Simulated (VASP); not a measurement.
Computed with TPSS meta-GGA, VASP's PBE PAW potentials (set 64) (plane waves; VASP).

A VASP calculation is set up with these files.

### KPOINTS
```
kpoints
0
G
  8 8 8
0 0 0
```

**POSCAR**
```
HfO2
2.5291810
  0.0000000000   0.9999998565   0.9999998565
  0.9999998565   0.0000000000   0.9999998565
  0.9999998565   0.9999998565   0.0000000000
Hf O
1 2
Cart
  0.0000000000   0.0000000000   0.0000000000
  0.4999999283   0.4999999283   0.4999999283
  1.4999997848   1.4999997848   1.4999997848
```

**INCAR**
```
SYSTEM = HfO2
PREC = Accurate
ENCUT = 520
EDIFF = 1E-7
NELM = 100
ALGO = Normal
LREAL = .FALSE.
LASPH = .TRUE.
ISMEAR = 0
SIGMA = 0.05
METAGGA = TPSS
LMIXTAU = .TRUE.
LMAXMIX = 6
LWAVE = .FALSE.
LCHARG = .FALSE.
ISIF = 2
```

POTCAR, in this order: Hf_pv O (PBE.64 set). Program: vasp_std.

Unless said otherwise, spin-orbit coupling is left out, though it shifts the bands of the heavy elements here.

Question: Predict the energy per atom (σ→0), band gap (on the k-mesh).

Answer: 
| Item | Value |
|---|---|
| energy per atom (σ→0) | -12.228 eV/atom |
| band gap (on the k-mesh) | 3.88 eV |

File OSZICAR:
```
...
DAV:  15    -0.366833764240E+02   -0.48459E-03   -0.56346E-04   884   0.212E-01    0.164E-01
DAV:  16    -0.366833704311E+02    0.59929E-05   -0.17906E-05  1101   0.528E-02    0.122E-01
DAV:  17    -0.366833758707E+02   -0.54396E-05   -0.16935E-05  1080   0.397E-02    0.274E-02
DAV:  18    -0.366833783667E+02   -0.24960E-05   -0.77198E-06  1094   0.249E-02    0.258E-02
DAV:  19    -0.366833775189E+02    0.84789E-06   -0.65297E-06   926   0.197E-02    0.725E-03
DAV:  20    -0.366833784322E+02   -0.91330E-06   -0.51444E-07   996   0.787E-03    0.264E-03
DAV:  21    -0.366833784829E+02   -0.50707E-07   -0.36566E-08   610   0.228E-03
   1 F= -.36683378E+02 E0= -.36683378E+02  d E =-.119089E-19
```

The compound is HfO2 in the fluorite structure, the high-temperature cubic form, which is unstable at 0 K; the monoclinic form is the stable one. It was relaxed first.
